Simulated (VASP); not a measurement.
Here is the system:

```
CELL_PARAMETERS angstrom
      4.35729     0.00000     0.00000
      0.00000     4.35729     0.00000
      0.00000     0.00000     2.86823
ATOMIC_POSITIONS crystal
  Ti 0.00000 0.00000 0.00000
  Ti 0.50000 0.50000 0.50000
  O  0.30157 0.30157 0.00000
  O  0.80157 0.19843 0.50000
  O  0.19843 0.80157 0.50000
  O  0.69843 0.69843 0.00000
```

Calculation: r2SCAN meta-GGA, VASP's PBE PAW potentials (set 64) (plane waves; VASP). Numerical set-up: 620 eV cut-off, 5×5×8 Γ-centred mesh, Gaussian smearing of 0.050 eV, potentials Ti_sv O.

**Question.** What does the run give for the energy per atom (σ→0), pressure, band gap (on the k-mesh) with the smallest direct gap where there is one?

**Answer.** 
- band gap (on the k-mesh) = 2.47 eV
- smallest direct gap (on the k-mesh) = 2.47 eV
- energy per atom (σ→0) = -1106.0 kJ/mol of atoms
- pressure = 44.93 GPa

Only differences to runs with the same potentials and settings are physical.

The compound is TiO2 in the rutile structure. It was relaxed first under an external pressure of 45 GPa.
